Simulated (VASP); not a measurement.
Here is the system:

```xyz
3
Lattice="0.0000 3.4979 3.4979 3.4979 0.0000 3.4979 3.4979 3.4979 0.0000" Properties=species:S:1:pos:R:3 pbc="T T T"
Sr     0.0000     0.0000     0.0000
Cl     1.7490     1.7490     1.7490
Cl     5.2469     5.2469     5.2469
```

All values below come from r2SCAN meta-GGA, VASP's PBE PAW potentials (set 64) (plane waves; VASP). Settings: 480 eV cut-off, 6×6×6 Γ-centred mesh, Gaussian smearing of 0.050 eV, potentials Sr_sv Cl.

Energy and stress use the plane-wave basis of the starting cell.

Q: The ions, cell shape and volume at an external pressure of 2.0 GPa are relaxed. Predict the relaxed structure.

A: 
```xyz
3
Lattice="0.0000 3.4428 3.4428 3.4428 0.0000 3.4428 3.4428 3.4428 0.0000" Properties=species:S:1:pos:R:3 pbc="T T T"
Sr     0.0000     0.0000     0.0000
Cl     1.7214     1.7214     1.7214
Cl     5.1642     5.1642     5.1642
```
Space group Fm-3m (225), at a tolerance of 0.03 Å.

Q: How do energy and volume change from the first to the last step?

A: The energy (σ→0) changes by +7.9 meV/atom and the volume by -4.7 %, in 3 ionic steps.

The compound is SrCl2 in the fluorite structure. This run relaxes it under an external pressure of 2 GPa. Symmetry was kept, so distortions that lower it aren't found.
